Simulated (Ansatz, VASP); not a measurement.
## One calculation of GaBAs2, two programs

Contents of POSCAR:

```
GaBAs2
1.0
    3.6956267475      0.0000000000      0.0000000000
    0.0000000000      3.6956267475      0.0000000000
    0.0000000000      0.0000000000      5.3547502675
B As Ga
1 2 1
Direct
    0.0000000000      0.0000000000      0.0000000000
    0.0000000000      0.5000000000      0.2143790190
    0.5000000000      0.0000000000      0.7856209810
    0.5000000000      0.5000000000      0.5000000000
```

INCAR.step1

```
SYSTEM = GaBAs2
PREC = Accurate ; ENCUT = 520
ISMEAR = 0 ; SIGMA = 0.01
LREAL = .False. ; LASPH = .True.
NELM = 100 ; NBANDS = 21
GGA = PE ; ALGO = Normal
EDIFF = 1E-4 ; LWAVE = .True.
LCHARG = .False.
```

File INCAR.step2:

```
SYSTEM = GaBAs2
PREC = Accurate ; ENCUT = 520
EDIFF = 1E-7 ; ISMEAR = 0
SIGMA = 0.01 ; LREAL = .False.
LASPH = .True. ; NELM = 100
ALGO = Normal ; ISIF = 2
LWAVE = .False. ; LCHARG = .False.
METAGGA = R2SCAN ; LMIXTAU = .True.
NBANDS = 21 ; ISTART = 1
```

KPOINTS

```
regular mesh
0
Gamma
  8 8 6
  0 0 0
```

Input for Ansatz:

```yaml
crystal:
  lattice:
    - [3.6956267475, 0.0, 0.0]
    - [0.0, 3.6956267475, 0.0]
    - [0.0, 0.0, 5.3547502675]
  atoms:
    - { symbol: B, position: [0.0, 0.0, 0.0] }
    - { symbol: As, position: [0.0, 0.5, 0.214379019] }
    - { symbol: Ga, position: [0.5, 0.5, 0.5] }
    - { symbol: As, position: [0.5, 0.0, 0.785620981] }
kpoints:
  mp_grid: { grid: [8, 8, 6] }
  band_path:
    path:
      - [0.0, 0.0, 0.0]
      - [0.0, 0.5, 0.0]
      - [0.5, 0.5, 0.0]
      - [0.0, 0.0, 0.5]
      - [0.0, 0.5, 0.5]
      - [0.5, 0.5, 0.5]
    npoints: 1
hamiltonian:
  xc: r2scan
scf:
  occupations: { method: fixed }
  n_extra_bands: 5
output:
  forces: true
  stress: true
  eigenvalues: true
```

Change from the starting cell: biaxial_xy strain +0.9%.

Alike in both runs: task single point; functional r2SCAN; k mesh 8 × 8 × 6; no spin polarisation.

|  | VASP | Ansatz |
| --- | --- | --- |
| version | VASP 6.6.1 | Ansatz 0.2.0 |
| potentials or method | VASP PAW PBE potentials, release 64 (B, As, Ga_d) | plane waves, PAW |
| plane-wave cutoff (eV) | 520 | 500 |
| occupations | gaussian, width 0.01 eV | fixed |
| valence electrons in the cell | 26 | 46 |

```tsv
	VASP	Ansatz	Ansatz less VASP
gap on the k mesh at the Fermi level (eV)	0.87	0.88	+0.009
pressure (GPa)	-1.6	-1.7	-0.09
largest component of the traceless stress (GPa)	0.81	0.80	-0.014
```

The two sets of potentials don't hold the same shells in valence.

Caveats: the PAW data sets were made with another functional, which shifts forces and pressure a little (VASP). A k mesh can miss the band edges.
